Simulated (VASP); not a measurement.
Computed with TPSS meta-GGA, VASP's PBE PAW potentials (set 64) (plane waves; VASP).

VASP ran on this input.

**KPOINTS**
```
Automatic mesh
0
G
 13 13 7
0 0 0
```

File POSCAR:
```
Mg
1.0
  1.6327682402  -2.8280380086   0.0000000000
  1.6327682402   2.8280380086   0.0000000000
  0.0000000000   0.0000000000   5.2160764806
Mg
2
Cartesian
  1.6327682402   0.9426812216   1.3040191201
  1.6327682402  -0.9426812216   3.9120573604
```

INCAR:
```
! general
SYSTEM  = Mg
PREC    = Accurate
ENCUT   = 520
LREAL   = .FALSE.
LASPH   = .TRUE.   ! aspherical one-centre terms

! electronic loop
EDIFF   = 1E-7   ! SCF stop (eV)
NELM    = 100
ALGO    = Normal   ! blocked Davidson
LMIXTAU = .TRUE.

! smearing
ISMEAR  = 1
SIGMA   = 0.1   ! width (eV)

! functional
METAGGA = TPSS

! ions
IBRION  = 2   ! conjugate gradients
NSW     = 30   ! most ionic steps
ISIF    = 4
EDIFFG  = -0.01

! output
LWAVE   = .FALSE.
LCHARG  = .FALSE.
```

POTCAR, in this order: Mg (PBE.64 set). Program: vasp_std.

What VASP printed:

**OSZICAR**
```
       N       E                     dE             d eps       ncg     rms          rms(c)
DAV:   1     0.131608592224E+01    0.13161E+01   -0.17891E+03  1008   0.734E+02
DAV:   2    -0.498133359210E+01   -0.62974E+01   -0.59781E+01  1578   0.692E+01
DAV:   3    -0.512639729982E+01   -0.14506E+00   -0.14270E+00  1782   0.140E+01
DAV:   4    -0.512767956359E+01   -0.12823E-02   -0.12693E-02  1734   0.123E+00
DAV:   5    -0.512769093660E+01   -0.11373E-04   -0.11372E-04  1824   0.117E-01    0.809E-01
DAV:   6    -0.104773591093E+02   -0.53497E+01   -0.68076E+00  1470   0.361E+01    0.805E-01
DAV:   7    -0.103879710236E+02    0.89388E-01   -0.15786E-01  1626   0.912E+00    0.922E-01
DAV:   8    -0.105931928448E+02   -0.20522E+00   -0.36443E-01  1296   0.297E+01    0.322E-01
DAV:   9    -0.106227356706E+02   -0.29543E-01   -0.50371E-01  1020   0.121E+01    0.101E-01
DAV:  10    -0.106243825532E+02   -0.16469E-02   -0.13307E-03  1584   0.441E-01    0.886E-02
DAV:  11    -0.106201053021E+02    0.42773E-02   -0.16891E-03  1044   0.583E-01    0.234E-02
DAV:  12    -0.106239023669E+02   -0.37971E-02   -0.17462E-03  1056   0.642E-01    0.188E-02
DAV:  13    -0.106243214652E+02   -0.41910E-03   -0.27378E-04  1122   0.277E-01    0.136E-02
DAV:  14    -0.106243929228E+02   -0.71458E-04   -0.83587E-05  1128   0.162E-01    0.541E-03
DAV:  15    -0.106244604567E+02   -0.67534E-04   -0.19115E-05  1128   0.779E-02    0.866E-04
DAV:  16    -0.106244626596E+02   -0.22029E-05   -0.64601E-07  1272   0.143E-02    0.843E-04
DAV:  17    -0.106244635511E+02   -0.89148E-06   -0.26856E-07  1140   0.781E-03    0.354E-04
DAV:  18    -0.106244636750E+02   -0.12388E-06   -0.15529E-08   684   0.231E-03    0.723E-05
DAV:  19    -0.106244636679E+02    0.71278E-08   -0.14511E-09   660   0.635E-04
   1 F= -.10624464E+02 E0= -.10623711E+02  d E =-.106245E+02
       N       E                     dE             d eps       ncg     rms          rms(c)
DAV:   1    -0.106248521345E+02   -0.38846E-03   -0.11043E-03  1386   0.182E-01    0.109E-02
DAV:   2    -0.106248484220E+02    0.37124E-05   -0.74139E-06  1146   0.203E-02    0.655E-03
DAV:   3    -0.106248466318E+02    0.17902E-05   -0.23519E-06  1206   0.101E-02    0.290E-04
DAV:   4    -0.106248466013E+02    0.30517E-07   -0.71499E-08   930   0.174E-03
   2 F= -.10624847E+02 E0= -.10624130E+02  d E =-.382933E-03
       N       E                     dE             d eps       ncg     rms          rms(c)
DAV:   1    -0.106251218239E+02   -0.27519E-03   -0.34575E-03  1392   0.320E-01    0.203E-02
DAV:   2    -0.106251095099E+02    0.12314E-04   -0.23542E-05  1158   0.362E-02    0.122E-02
DAV:   3    -0.106251034132E+02    0.60966E-05   -0.84196E-06  1188   0.186E-02    0.424E-04
DAV:   4    -0.106251033148E+02    0.98495E-07   -0.16317E-07  1188   0.320E-03
   3 F= -.10625103E+02 E0= -.10624527E+02  d E =-.639647E-03
```

### OUTCAR
```
------------------------ aborting loop because EDIFF is reached ----------------------------------------
  FORCE on cell =-STRESS in cart. coord.  units (eV):
  Direction    XX          YY          ZZ          XY          YZ          ZX
  --------------------------------------------------------------------------------------
  Total       -0.5812069     -0.5812071     -0.5754598      0.0000000     -0.0000000     -0.0000000
  in kB      -19.3311464    -19.3311522    -19.1399968      0.0000000     -0.0000000     -0.0000000
  external PRESSURE =     -19.2674318 kB  Pullay stress =       0.0000000 kB
  volume of cell :       48.17
      direct lattice vectors                 reciprocal lattice vectors
     1.626563550 -2.817291130  0.000000000     0.307396535 -0.177475446 -0.000000000
     1.626563550  2.817291130  0.000000000     0.307396535  0.177475446 -0.000000000
     0.000000000 -0.000000000  5.255946946    -0.000000000  0.000000000  0.190260672
 POSITION                                       TOTAL-FORCE (eV/Angst)
 -----------------------------------------------------------------------------------
      1.62656      0.93910      1.31399         0.000000      0.000000      0.000000
      1.62656     -0.93910      3.94196        -0.000000     -0.000000      0.000000
 -----------------------------------------------------------------------------------
    total drift:                               -0.000001     -0.000006      0.000001
  FREE ENERGIE OF THE ION-ELECTRON SYSTEM (eV)
  ---------------------------------------------------
  free  energy   TOTEN  =       -10.6251033148 eV

  energy  without entropy=      -10.6233741174  energy(sigma->0) =      -10.62452692

 reached required accuracy - stopping structural energy minimisation
```
(Selected blocks of OUTCAR.)

File CONTCAR:
```
Mg
   1.00000000000000
     1.6265635503432150   -2.8172911304362720    0.0000000000000000
     1.6265635503432150    2.8172911304362720    0.0000000000000000
     0.0000000000000000   -0.0000000000000000    5.2559469463066595
  Mg
     2
Direct
     0.3333330000000032    0.6666669999999968    0.2500000000000000
     0.6666669999999968    0.3333330000000032    0.7500000000000000
```

The compound is Mg in the hcp structure. This cell is one point of a volume scan, at 1.06 of the reference volume. Symmetry was kept, so distortions that lower it aren't found.
